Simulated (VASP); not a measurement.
OSZICAR of a VASP run on NbH₂ (space group P-3m1):

OSZICAR:
```
       N       E                     dE             d eps       ncg     rms          rms(c)
DAV:   1     0.716391865968E+02    0.71639E+02   -0.61420E+03  2991   0.859E+02
DAV:   2    -0.137424149739E+02   -0.85382E+02   -0.81484E+02  3316   0.315E+02
DAV:   3    -0.177418201880E+02   -0.39994E+01   -0.38146E+01  4201   0.558E+01
DAV:   4    -0.179359076090E+02   -0.19409E+00   -0.19314E+00  3787   0.122E+01
DAV:   5    -0.179432233416E+02   -0.73157E-02   -0.73095E-02  4512   0.205E+00    0.905E+00
DAV:   6    -0.168566330645E+02    0.10866E+01   -0.18211E+00  4392   0.142E+01    0.331E+00
DAV:   7    -0.166468387015E+02    0.20979E+00   -0.52539E-01  3884   0.670E+00    0.980E-01
DAV:   8    -0.166386299135E+02    0.82088E-02   -0.43963E-02  3368   0.195E+00    0.330E-01
DAV:   9    -0.166393912050E+02   -0.76129E-03   -0.36932E-03  4329   0.660E-01    0.705E-02
DAV:  10    -0.166394443384E+02   -0.53133E-04   -0.18219E-04  3990   0.133E-01    0.261E-02
DAV:  11    -0.166394549882E+02   -0.10650E-04   -0.36016E-05  4012   0.587E-02    0.104E-02
DAV:  12    -0.166394588956E+02   -0.39074E-05   -0.77943E-06  3086   0.217E-02    0.500E-03
DAV:  13    -0.166394585620E+02    0.33357E-06   -0.62636E-07  1711   0.911E-03
   1 F= -.16639459E+02 E0= -.16629879E+02  d E =-.191585E-01
```

### Question
Which electronic solver shows in the log?

### Answer
It is blocked Davidson (ALGO = Normal, or the opening steps of other solvers). The INCAR had ALGO = Normal.

### Question
Can the final energy be trusted as converged?

### Answer
Self-consistency was reached. It stopped with EDIFF = 1E-6, NELM = 100 (PBE GGA, plane waves, VASP's PBE PAW potentials (set 64)).

The structure was generated: NbH2 was put into an ordered model structure, which need not be its known phase. The cell was not relaxed at this level, and its volume differs by -5.9 % from the start's. The electron count is odd and the run is not spin-polarised, which forces a metal.
